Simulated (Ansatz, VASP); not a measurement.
**Ni (linear Ni chain, spacing 2.738 A): VASP beside Ansatz**

Aim: how closely do two programs agree when they are given the same cell, functional and k mesh? The cell is taken from a series of runs on this material, whose earlier steps may have relaxed, scaled, displaced or heated it; both programs get it as it stands.

Method: plane waves, with VASP 6.6.1 beside it; single point at LDA, in Ansatz 0.2.0.

## Step 1: Set-up

The cell holds 1 atom: 1 Ni. Cell: a = 12.000 Å, b = 12.000 Å, c = 2.738 Å, α = 90.0°, β = 90.0°, γ = 90.0°. As first built, before any earlier steps moved the atoms (in the runner's words): model lattice. Vacuum lies along a and b. The structure's axis is c.

## Step 2: Ansatz: single point, LDA, pair 1

Ansatz runs on its PAW soft_1 files.

With cell and atoms fixed, the geometry can't cause a difference; cores, projectors, grids and the points listed under the comparison can.

Contents of input.yaml:

```yaml
crystal:
  lattice:
    - [12.0, 0.0, 0.0]
    - [0.0, 12.0, 0.0]
    - [0.0, 0.0, 2.738]
  atoms:
    - { symbol: Ni, position: [0.5, 0.5, 0.0], spin: 1.0 }
magnetization:
  spin_polarized: true
kpoints:
  mp_grid: { grid: [1, 1, 8] }
hamiltonian:
  xc: lda
  pseudopotentials: { kind: paw, azcp: { folder: soft_1 }, xc_functional: pbe }
scf:
  occupations: { method: fermi_dirac, width: 0.1 }
  max_iter: 120
  convergence: { dr2_threshold: 1.0e-08 }
  lower_state_search: "off"
```

Run with:

```sh
$ ansatz run input.yaml --threads 4 --pin off --max-ram 8192MiB --backend cpu --events-out ev --progress --plain --runs-dir out
```

Numbers of over 12 decimals in the logs are rounded to 6 here.

What it wrote:

```text
Engine: ansatz 0.2.0, aarch64-unknown-linux-gnu
Pseudopotentials: kind: paw
Pseudopotential: Ni, paw, valence charge 18, recommended cutoff 420 eV (normal), soft_1/Ni.paw.azcp
Functional definition: SPW92
  exchange = slater_x
  correlation = pw_c
Crystal: 1 atoms, lattice volume = 394.272 Å³
Basis set: ecut = 420 eV, 7769 PW (Γ)
Bands: 14, of which v1, the nominal top of the filled ones, is band 9 counted from 1 (8 counted from 0)
Symmetry: 16 space group operations
Space group: P4/mmm (ITA 123), of the structure as read, at distance tolerance 7.3e-5 Å
Magnetic group: BNS 123.339 (UNI 999), of the structure as read, at distance tolerance 7.3e-5 Å
k-points: 5 of 8
Non-local potential: Ni, projectors of the file, l = 0: 3, l = 1: 2, l = 2: 3, l = 3: 1
PAW form: soft (Blöchl's): semilocal exchange-correlation on the pseudo side does not see the compensation charge
PAW frozen core: Ni, regenerated for the run's functional, and the local potential with it (the file was generated under x = pbe(κ = 0.804, μ = 0.219515), c = pbe(β = 0.066725))
PAW one-centre angular grid: Ni, 590 points (default); XC on 64 Gauss nodes
Initial density: superposition of atomic densities (neutral atoms: chi_scale 0, normalization atom)
Starting moments: Σ|m| = 1 μB on 1 of 1 site
Initial wavefunctions: pseudopotential atomic-orbital guess
Functional: x = slater, c = lda
SCF iter   1: F=—  HF=-5771.175885 eV  |F-HF|=—  |Δ(HF+E_count)|=         —  Δρ=5.96e-2 (↑1.88e-2 ↓5.96e-2)  dr2=1.76e1  dr2_m=1.60e0  M=0.049 μB ∫|m|=0.135 μB  β_m=0.30  ethr=3.10e-3  ⟨swp⟩=6.0  Hψ=844  notcnv=0
preconditioner: auto → Resta (q_TF=auto, 1.631 Å⁻¹)  ε∞=1.6  [insulator: Δε(μ)=0.450 eV  Ē_g=7.857 eV  σ=0.100 eV  W_gap=0.79  n_scr=28 (ndim 8)  ℏωp=5.9 eV  f_vac=0.849  D(μ)=0.48/eV (n_scr^D=0)  ε∞_Penn≈1.6  vacuum switching on, ρ_ref=4.5e-3 e/Å³]
spin=Collinear: Resta preconditioning applied to the charge; magnetization (m = ρ↑ − ρ↓) channel mixes plain (no charge-response kernel on spin).
SCF iter   2: F=—  HF=-5772.168527 eV  |F-HF|=—  |Δ(HF+E_count)|=   9.93e-1  Δρ=6.87e-2 (↑3.41e-2 ↓6.87e-2)  dr2=2.50e1  dr2_m=1.23e0  M=1.553 μB ∫|m|=1.566 μB  β_m=1.00  ethr=3.10e-3  ⟨swp⟩=3.6  Hψ=459  notcnv=0  defer=3
preconditioner: auto → LDOS  [metal: Δε(μ)=0.086 eV  Ē_g=3.682 eV  σ=0.100 eV  W_gap=0.21  n_scr=28 (ndim 8)  ℏωp=5.9 eV  f_vac=0.859  D(μ)=6.43/eV (n_scr^D=36)]
spin=Collinear: LDOS preconditioning applied to the charge; magnetization (m = ρ↑ − ρ↓) channel mixes plain (no charge-response kernel on spin).
SCF iter   3: F=—  HF=-5768.987453 eV  |F-HF|=—  |Δ(HF+E_count)|=    3.18e0  Δρ=8.25e-3 (↑8.25e-3 ↓7.53e-3)  dr2=7.45e-2  dr2_m=2.04e-1  M=1.241 μB ∫|m|=1.243 μB  β_m=0.30  ethr=3.10e-3  ⟨swp⟩=3.7  Hψ=431  notcnv=0  defer=2
SCF iter   4: F=—  HF=-5769.076212 eV  |F-HF|=—  |Δ(HF+E_count)|=   8.88e-2  Δρ=8.75e-3 (↑3.74e-3 ↓8.75e-3)  dr2=1.29e-1  dr2_m=1.38e-1  M=1.226 μB ∫|m|=1.228 μB  β_m=0.30  ethr=4.14e-4  ⟨swp⟩=2.1  Hψ=324  notcnv=0  defer=2
SCF iter   5: F=—  HF=-5769.113464 eV  |F-HF|=—  |Δ(HF+E_count)|=   3.73e-2  Δρ=3.26e-3 (↑3.26e-3 ↓1.21e-3)  dr2=1.62e-2  dr2_m=1.57e-2  M=1.247 μB ∫|m|=1.253 μB  β_m=1.00  ethr=4.14e-4  ⟨swp⟩=2.4  Hψ=245  notcnv=0  defer=2
SCF iter   6: F=—  HF=-5769.152392 eV  |F-HF|=—  |Δ(HF+E_count)|=   3.89e-2  Δρ=1.61e-3 (↑7.28e-4 ↓1.61e-3)  dr2=7.23e-3  dr2_m=2.51e-3  M=1.245 μB ∫|m|=1.251 μB  β_m=0.30  ethr=8.99e-5  ⟨swp⟩=1.5  Hψ=191  notcnv=0  defer=2
SCF iter   7: F=—  HF=-5769.162272 eV  |F-HF|=—  |Δ(HF+E_count)|=   9.88e-3  Δρ=1.54e-3 (↑5.94e-4 ↓1.54e-3)  dr2=6.28e-3  dr2_m=1.81e-3  M=1.246 μB ∫|m|=1.252 μB  β_m=1.00  ethr=4.01e-5  ⟨swp⟩=1.0  Hψ=138  notcnv=0  defer=2
SCF iter   8: F=—  HF=-5769.165292 eV  |F-HF|=—  |Δ(HF+E_count)|=   3.02e-3  Δρ=2.55e-4 (↑1.64e-4 ↓2.55e-4)  dr2=1.02e-4  dr2_m=1.29e-4  M=1.245 μB ∫|m|=1.250 μB  β_m=0.30  ethr=3.49e-5  ⟨swp⟩=2.2  Hψ=218  notcnv=0  defer=2
SCF iter   9: F=—  HF=-5769.168038 eV  |F-HF|=—  |Δ(HF+E_count)|=   2.75e-3  Δρ=8.93e-5 (↑8.93e-5 ↓6.87e-5)  dr2=9.38e-6  dr2_m=1.78e-5  M=1.245 μB ∫|m|=1.251 μB  β_m=0.30  ethr=5.66e-7  ⟨swp⟩=2.0  Hψ=190  notcnv=0  defer=2
SCF iter  10: F=—  HF=-5769.169485 eV  |F-HF|=—  |Δ(HF+E_count)|=   1.45e-3  Δρ=1.24e-4 (↑1.24e-4 ↓4.06e-5)  dr2=3.23e-5  dr2_m=2.05e-5  M=1.245 μB ∫|m|=1.251 μB  β_m=1.00  ethr=5.21e-8  ⟨swp⟩=2.1  Hψ=234  notcnv=0  defer=2
[...]
spin-set hold released at iteration 14 (settled: charge residual and site-moment steps within their bounds): the magnetisation degrees of freedom join the quasi-Newton model from the next iteration; the mixer history was flushed
SCF iter  15: F=—  HF=-5769.170881 eV  |F-HF|=—  |Δ(HF+E_count)|=   6.85e-5  Δρ=8.89e-5 (↑4.89e-5 ↓8.89e-5)  dr2=2.74e-6  dr2_m=1.71e-5  M=1.245 μB ∫|m|=1.253 μB  β_m=0.62  ethr=3.98e-9  ⟨swp⟩=2.0  Hψ=235  notcnv=0  defer=2
SCF iter  16: F=—  HF=-5769.170959 eV  |F-HF|=—  |Δ(HF+E_count)|=   7.82e-5  Δρ=1.65e-4 (↑2.46e-5 ↓1.65e-4)  dr2=2.73e-5  dr2_m=2.33e-5  M=1.245 μB ∫|m|=1.254 μB  β_m=0.49  ethr=3.98e-9  ⟨swp⟩=2.6  Hψ=255  notcnv=0  defer=2
SCF iter  17: F=—  HF=-5769.170952 eV  |F-HF|=—  |Δ(HF+E_count)|=   7.83e-6  Δρ=3.51e-5 (↑1.40e-5 ↓3.51e-5)  dr2=2.36e-6  dr2_m=2.10e-6  M=1.245 μB ∫|m|=1.254 μB  β_m=0.75  ethr=3.98e-9  ⟨swp⟩=2.0  Hψ=234  notcnv=0  defer=2
SCF iter  18: F=—  HF=-5769.170955 eV  |F-HF|=—  |Δ(HF+E_count)|=   3.02e-6  Δρ=5.92e-6 (↑5.92e-6 ↓5.49e-6)  dr2=5.10e-7  dr2_m=1.19e-9  M=1.245 μB ∫|m|=1.254 μB  β_m=0.87  ethr=3.98e-9  ⟨swp⟩=2.0  Hψ=184  notcnv=0  defer=2
SCF iter  19: F=—  HF=-5769.170956 eV  |F-HF|=—  |Δ(HF+E_count)|=   1.23e-6  Δρ=6.34e-6 (↑1.73e-6 ↓6.34e-6)  dr2=4.97e-8  dr2_m=5.02e-8  M=1.245 μB ∫|m|=1.253 μB  β_m=0.94  ethr=2.83e-9  ⟨swp⟩=2.3  Hψ=185  notcnv=0  defer=2
SCF iter  20: F=—  HF=-5769.170957 eV  |F-HF|=—  |Δ(HF+E_count)|=   8.42e-7  Δρ=5.06e-6 (↑4.00e-6 ↓5.06e-6)  dr2=1.62e-7  dr2_m=6.43e-9  M=1.245 μB ∫|m|=1.253 μB  β_m=0.94  ethr=2.76e-10  ⟨swp⟩=2.0  Hψ=234  notcnv=0  defer=2
SCF iter  21: F=—  HF=-5769.170957 eV  |F-HF|=—  |Δ(HF+E_count)|=   1.26e-8  Δρ=2.47e-6 (↑1.59e-6 ↓2.47e-6)  dr2=2.35e-8  dr2_m=3.44e-9  M=1.245 μB ∫|m|=1.253 μB  β_m=0.97  ethr=2.76e-10  ⟨swp⟩=2.3  Hψ=188  notcnv=0  defer=2
iter 22 did not close the SCF: its close was put off for the exchange–correlation potential of the local minority spin (scf_convergence_deferred on its scf_iter line)
SCF iter  22: F=-5769.170957 eV  HF=-5769.170957 eV  |F-HF|=1.13e-9  |Δ(HF+E_count)|=  4.51e-10  Δρ=5.36e-7 (↑3.73e-7 ↓5.36e-7)  dr2=1.37e-9  dr2_m=1.24e-10  M=1.245 μB ∫|m|=1.253 μB  β_m=0.90  ethr=5.56e-11  ⟨swp⟩=2.1  Hψ=277  notcnv=0
SCF iter  23: F=-5769.170957 eV  HF=-5769.170957 eV  |F-HF|=1.18e-11  |Δ(HF+E_count)|=   4.54e-9  Δρ=4.50e-8 (↑4.19e-8 ↓4.50e-8)  dr2=1.40e-11  dr2_m=6.91e-13  M=1.245 μB ∫|m|=1.253 μB  ethr=7.59e-12  ⟨swp⟩=1.0  Hψ=354  notcnv=0
SCF 1 converged in 23 iterations: F = -5769.170957 eV  dr2 = 1.40e-11
  greatest PAW one-centre occupation: 1.002 electrons in one spin orbital (limit 2), on the Ni atom at site 0 (counted from 0), in its partial waves of l = 1
SCF converged after 23 iterations
Magnetization: 1.2453 μB (9.6226 up, 8.3774 down)
Absolute magnetization: 1.2535 μB (∫|ρ↑−ρ↓|, with the PAW one-centre terms)
Spin contamination: 0.0053 ħ² per cell (⟨S²⟩ above its minimum at these occupations)
Per-site moments (μB) at R_I (Å): [(1.203105, 1.129425)]
Free energy (F): -5769.170957 eV
Harris-Foulkes:  -5769.170957 eV  (|F-HF|=1.18e-11)
Internal energy: -5768.971078 eV  (E = F + TS)
E sigma→0 (E₀):  -5769.071018 eV
Entropy (-TS):   -0.199878 eV (-199.878 meV/atom)
Fermi energy:    -4.586340 eV
--- Per-component energies (eV) ---
  E_band       = -669.065043
  E_kinetic    = 333.505698
  E_local      = -8617.018553  (includes V_loc(G=0)·N_el)
  E_nonlocal   = -103.430869
  E_hartree    = 4234.178117
  E_xc         = -105.291816
  E_vxc        = -136.488274  (∫ρ·V_xc dr)
  E_paw        = -1598.616850  (= ΣΔE_a)
  E_vpaw       = -613.990527  (= ΣTr[D̂ρ^β])
  E_aug_tail   = 0.000849  (compensation charges beyond the density's cutoff)
  E_ewald      = 87.268226
  E_core_change = 0.434121  (= ΣΔE_core)
  E_smearing   = -0.199878  (= −TS)
  E_closure    = -0.000000  (closes the sum)
  Σ components = -5769.170957   (vs F -5769.170957, Δ=0.00e0)
```

## Step 3: VASP: single point, LDA, pair 1

The same cell, functional (in two slightly different forms), mesh and smearing now go to VASP, with its own data sets.

Lines of VASP's logs that name or quote its potential files are left out, and so is its time.

Contents of INCAR:

```
SYSTEM = Ni
PREC = Accurate
ENCUT = 520
EDIFF = 1E-06
NELM = 200
ISMEAR = -1
SIGMA = 0.1
LREAL = .FALSE.
ALGO = Normal
GGA = PW92
NBANDS = 12
ISPIN = 2
MAGMOM = 1.2
LASPH = .TRUE.
LMAXMIX = 4
LORBIT = 11
LWAVE = .FALSE.
LCHARG = .FALSE.
ISIF = 2
GGA_COMPAT = .FALSE.
```

Contents of POSCAR:

```
Ni
1.0
   12.0000000000      0.0000000000      0.0000000000
    0.0000000000     12.0000000000      0.0000000000
    0.0000000000      0.0000000000      2.7380000000
Ni
1
Direct
    0.5000000000      0.5000000000      0.0000000000
```

Contents of KPOINTS:

```
Automatic mesh
0
Gamma
1 1 8
0 0 0
```

The projector-augmented-wave data sets are Ni (LDA family, release 64).

Run with:

```sh
$ mpirun -np 1 vasp_std
```

What it wrote:

```text
[banner, memory and clock lines left out]
running    1 mpi-ranks, on    1 nodes
 distrk:  each k-point on    1 cores,    1 groups
 distr:  one band on    1 cores,    1 groups

 POSCAR found type information on POSCAR Ni
 POSCAR found :  1 types and       1 ions
|                                                                             |
|               ----> ADVICE to this user running VASP <----                  |
|                                                                             |
|     You enforced a specific xc type in the INCAR file but a different       |
|     [... a line on the potential file left out ...]
|     I HOPE YOU KNOW WHAT YOU ARE DOING!                                     |
|                                                                             |

 LDA part: xc-table for (Slater(with rela. corr.)+PW92), standard interpolation
 POSCAR, INCAR and KPOINTS ok, starting setup
 FFT: planning ... GRIDC
 FFT: planning ... GRID_SOFT
 FFT: planning ... GRID
 WAVECAR not read
 entering main loop
       N       E                     dE             d eps       ncg     rms          rms(c)
DAV:   1     0.433739768994E+02    0.43374E+02   -0.25999E+03   240   0.506E+02
DAV:   2    -0.499727463547E+00   -0.43874E+02   -0.39223E+02   284   0.127E+02
DAV:   3    -0.255893599134E+01   -0.20592E+01   -0.19855E+01   268   0.295E+01
DAV:   4    -0.259237252370E+01   -0.33437E-01   -0.33280E-01   296   0.550E+00
DAV:   5    -0.259298161571E+01   -0.60909E-03   -0.60900E-03   292   0.514E-01    0.429E+00
DAV:   6    -0.263729290123E+01   -0.44311E-01   -0.42367E+00   284   0.261E+01    0.738E+00
DAV:   7    -0.240127085998E+01    0.23602E+00   -0.15355E+00   280   0.134E+01    0.148E+00
DAV:   8    -0.240261891950E+01   -0.13481E-02   -0.92104E-03   248   0.906E-01    0.922E-01
DAV:   9    -0.239527827307E+01    0.73406E-02   -0.22285E-02   292   0.160E+00    0.455E-01
DAV:  10    -0.239846664290E+01   -0.31884E-02   -0.19564E-03   252   0.293E-01    0.701E-01
DAV:  11    -0.239623053154E+01    0.22361E-02   -0.16321E-03   284   0.476E-01    0.372E-01
DAV:  12    -0.239680610222E+01   -0.57557E-03   -0.12038E-03   244   0.370E-01    0.194E-01
DAV:  13    -0.239708158278E+01   -0.27548E-03   -0.11202E-03   240   0.387E-01    0.291E-02
DAV:  14    -0.239720900399E+01   -0.12742E-03   -0.36452E-05   256   0.445E-02    0.334E-02
[...]
DAV:  19    -0.239732058212E+01   -0.16301E-04   -0.10643E-06   240   0.575E-03    0.423E-03
DAV:  20    -0.239733975925E+01   -0.19177E-04   -0.16446E-06   240   0.134E-02    0.511E-03
DAV:  21    -0.239735194779E+01   -0.12189E-04   -0.76822E-07   248   0.635E-03    0.154E-03
DAV:  22    -0.239735797380E+01   -0.60260E-05   -0.25166E-07   252   0.308E-03    0.605E-04
DAV:  23    -0.239736348079E+01   -0.55070E-05   -0.24731E-07   248   0.153E-03    0.748E-04
DAV:  24    -0.239736477314E+01   -0.12924E-05   -0.10347E-07   256   0.937E-04    0.286E-04
DAV:  25    -0.239736638798E+01   -0.16148E-05   -0.24828E-08   244   0.487E-04    0.243E-04
DAV:  26    -0.239736737250E+01   -0.98452E-06   -0.20239E-08   236   0.578E-04
   1 F= -.23973674E+01 E0= -.22969037E+01  d E =-.200927E+00  mag=     1.2434
```

[end of part 1 of 2]

[Lines on the potential files, build, host, timing and source positions are cut from VASP's logs without a mark.]

[Logs are printed without paths, hosts, clocks, repeated set-up lines and the standing remarks that a program may print on its own settings, such as how far it seeks lower states.]

[Hosts, paths, dates, database ids (printed as entryN), source tags and the programs' standing remarks are cut or masked in the printed files.]
